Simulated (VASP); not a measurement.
Runs of VASP 6.6.1 on Fe. It takes space group Im-3m (No. 229, cubic). The conventional cell has a = 2.785 Å, b = 2.785 Å, c = 2.785 Å, α = 90.00°, β = 90.00°, γ = 90.00°. Fe (site symmetry m-3m) has 8 Fe at 2.41 Å as nearest neighbours. 

```csv
level,k mesh,cutoff (eV),smearing,gap on the mesh (eV),pressure (GPa),moment (μB)
PBEsol,20 × 20 × 20,520,gaussian 0.5 eV,none,0.4,(a)
PBEsol,32 × 32 × 32,520,gaussian 0.1 eV,none,0.3,2.10
PBEsol,20 × 20 × 20,900,gaussian 0.1 eV,none,0.1,2.09
PBEsol,20 × 20 × 20,700,gaussian 0.1 eV,none,0.1,2.09
r2SCAN,20 × 20 × 20,520,gaussian 0.1 eV,none,17.6,(b)
```

Alike in all rows: task single point; potentials or basis VASP PAW PBE potentials, release 64 (Fe); spin collinear, ferromagnetic start; cell as given.

Question: Estimate the missing entries.

Answer: (a) 2.06; (b) 2.54.

Caveats: the PAW data sets were made with another functional, which shifts forces and pressure a little (some runs); so large a pressure means that the cell lies far from this level's equilibrium, or that cutoff or potentials fall short (some runs); the potentials were made for another functional, which shifts forces and pressure (some runs).

A k mesh can miss the band edges.

A gap of «none» marks a metal or a gap under the smearing width.

Not every run made on this cell is shown here.
